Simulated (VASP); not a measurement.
These are PBEsol GGA, VASP's PBE PAW potentials (set 64) (plane waves; VASP) values and carry that method's errors.

VASP ran on this input.

**KPOINTS**
```
k-points along high-symmetry lines
10
Line-mode
Reciprocal
  0.000000   0.000000   0.000000 ! GAMMA
  0.500000  -0.000000   0.000000 ! M

  0.500000  -0.000000   0.000000 ! M
  0.333333   0.333333   0.000000 ! K

  0.333333   0.333333   0.000000 ! K
  0.000000   0.000000   0.000000 ! GAMMA

  0.000000   0.000000   0.000000 ! GAMMA
  0.000000   0.000000   0.500000 ! A

  0.000000   0.000000   0.500000 ! A
  0.500000  -0.000000   0.500000 ! L

  0.500000  -0.000000   0.500000 ! L
  0.333333   0.333333   0.500000 ! H

  0.333333   0.333333   0.500000 ! H
  0.000000   0.000000   0.500000 ! A

  0.500000  -0.000000   0.500000 ! L
  0.500000  -0.000000   0.000000 ! M

  0.333333   0.333333   0.500000 ! H
  0.333333   0.333333   0.000000 ! K
```

File POSCAR:
```
PdSb
1
    3.3372941043     0.0000000000     0.0000000000
   -1.6686470522     2.8901814177    -0.0000000000
    0.0000000000    -0.0000000000     8.8337997528
Pd Sb
2 2
Direct
  0.3333330000   0.6666670000   0.0384900996
  0.6666670000   0.3333330000   0.5384900996
  0.3333330000   0.6666670000   0.3365099004
  0.6666670000   0.3333330000   0.8365099004
```

### INCAR
```
SYSTEM=PdSb
PREC=Accurate; ENCUT=400; LREAL=.FALSE.
LASPH=.TRUE.; ICHARG=11
EDIFF=1E-7; NELM=100; ALGO=Normal
LMAXMIX=4
ISMEAR=0; SIGMA=0.05
GGA=PS
LWAVE=.FALSE.; LCHARG=.FALSE.; LORBIT=11
```

POTCAR, in this order: Pd Sb (PBE.64 set). Program: vasp_std. Read from the step before: CHGCAR.

Output of the run:

File OUTCAR:
```
 ion  position               nearest neighbor table
   1  0.333  0.667  0.038-   4 2.63   4 2.63   4 2.63   3 2.63
   2  0.667  0.333  0.538-   3 2.63   3 2.63   3 2.63   4 2.63
   3  0.333  0.667  0.337-   2 2.63   2 2.63   2 2.63   1 2.63
   4  0.667  0.333  0.837-   1 2.63   1 2.63   1 2.63   2 2.63
  LATTYP: Found a hexagonal cell.
 ALAT       =     3.3372941043
 C/A-ratio  =     2.6469946839
 Subroutine PRICEL returns:
 Original cell was already a primitive cell.
 Subroutine GETGRP returns: Found 12 space group operations
The static configuration has the point symmetry C_3v.
 The point group associated with its full space group is C_6v.
The dynamic configuration has the point symmetry C_3v.
 Subroutine INISYM returns: Found 12 space group operations
   k-points           NKPTS =     90   k-points in BZ     NKDIM =     90   number of bands    NBANDS=     19
   number of dos      NEDOS =    301   number of ions     NIONS =      4
   total plane-waves  NPLWV =  34560
   dimension x,y,z NGX =    24 NGY =   24 NGZ =   60
   dimension x,y,z NGXF=    48 NGYF=   48 NGZF=  120
   ions per type =               2   2
   PREC   = accura    normal or accurate (medium, high low for compatibility)
   ISTART =      0    job   : 0-new  1-cont  2-samecut
   ICHARG =     11    charge: 1-file 2-atom 10-const
   ISPIN  =      1    spin polarized calculation?
...
```

OSZICAR:
```
       N       E                     dE             d eps       ncg     rms          rms(c)
DAV:   1     0.146364865156E+03    0.14636E+03   -0.11237E+04  3420   0.113E+03
DAV:   2    -0.158599454907E+02   -0.16222E+03   -0.15541E+03  3893   0.242E+02
DAV:   3    -0.225804216887E+02   -0.67205E+01   -0.64824E+01  4146   0.513E+01
DAV:   4    -0.226883709553E+02   -0.10795E+00   -0.10759E+00  3823   0.646E+00
DAV:   5    -0.226903915392E+02   -0.20206E-02   -0.20204E-02  3935   0.953E-01
DAV:   6    -0.226904536566E+02   -0.62117E-04   -0.62117E-04  3929   0.158E-01
DAV:   7    -0.226904559641E+02   -0.23075E-05   -0.23066E-05  4064   0.308E-02
DAV:   8    -0.226904560648E+02   -0.10070E-06   -0.10078E-06  3754   0.613E-03
DAV:   9    -0.226904560687E+02   -0.38694E-08   -0.41563E-08  2423   0.132E-03
   1 F= -.22690456E+02 E0= -.22688727E+02  d E =-.345721E-02
```

### OUTCAR
```
 val. band max:        8.4577656299   @ k =   0.3519   0.2963   0.0000

 cond. band min:       8.4682669926   @ k =   0.5000   0.0000   0.2778



 k-point     1 :       0.0000    0.0000    0.0000
  band No.  band energies     occupation
      1      -3.7690      2.00000
      2      -3.1417      2.00000
      3       2.3539      2.00000
      4       3.6654      2.00000
      5       4.8053      2.00000
      6       5.3253      2.00000
      7       5.3253      2.00000
      8       5.4675      2.00000
      9       5.4675      2.00000
     10       5.8001      2.00000
     11       5.8001      2.00000
     12       5.8557      2.00000
     13       5.8557      2.00000
     14       6.7678      2.00000
     15       9.8577      0.00000
     16      13.1939      0.00000
     17      13.1939      0.00000
     18      14.0409      0.00000
     19      14.0409      0.00000

 k-point     2 :       0.0556    0.0000    0.0000
  band No.  band energies     occupation
      1      -3.7164      2.00000
      2      -3.0931      2.00000
      3       2.4130      2.00000
      4       3.6899      2.00000
      5       4.8111      2.00000
      6       5.2615      2.00000
      7       5.3310      2.00000
      8       5.4390      2.00000
      9       5.4870      2.00000
     10       5.7529      2.00000
     11       5.8064      2.00000
     12       5.8408      2.00000
     13       5.8566      2.00000
     14       6.8928      2.00000
     15       9.8874      0.00000
     16      12.7639      0.00000
     17      13.0482      0.00000
     18      13.5610      0.00000
     19      13.9295      0.00000

 k-point     3 :       0.1111    0.0000    0.0000
  band No.  band energies     occupation
      1      -3.5593      2.00000
      2      -2.9482      2.00000
      3       2.5864      2.00000
      4       3.7529      2.00000
      5       4.8230      2.00000
      6       5.1077      2.00000
      7       5.3355      2.00000
      8       5.3538      2.00000
...
```

The density is held fixed in this step, so its total energy and stress have no physical meaning. Unless said otherwise, spin-orbit coupling is left out, though it shifts the bands of the heavy elements here.

The structure was generated: PdSb was put into the wurtzite type (P6_3mc), which need not be its known phase. It was relaxed first, which changed the volume by -36 %.
